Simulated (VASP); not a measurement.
```
CELL_PARAMETERS angstrom
      3.24886     0.00000     0.00000
      0.00000     3.24886     0.00000
      0.00000     0.00000     3.24886
ATOMIC_POSITIONS crystal
  Hf 0.00000 0.00000 0.00000
  Si 0.50000 0.50000 0.50000
```

Calculation: PBEsol GGA, VASP's PBE PAW potentials (set 64) (plane waves; VASP 6.6.1). Run with 400 eV cut-off, 13×13×13 Γ-centred mesh, tetrahedra with Blöchl corrections, potentials Hf_pv Si.

Unless said otherwise, spin-orbit coupling is left out, though it shifts the bands of the heavy elements here.

Task: Estimate the energy per atom (σ→0), band gap (on the k-mesh) with the smallest direct gap where there is one.

Result: 
* **band gap (on the k-mesh)**: none (metal, semimetal or under 0.01 eV)
* **energy per atom (σ→0)**: -8.453 eV/atom

Only differences to runs with the same potentials and settings are physical.

The structure was generated: HfSi was put into the CsCl type type (Pm-3m), which need not be its known phase. It was relaxed first, which changed the volume by -33 %.
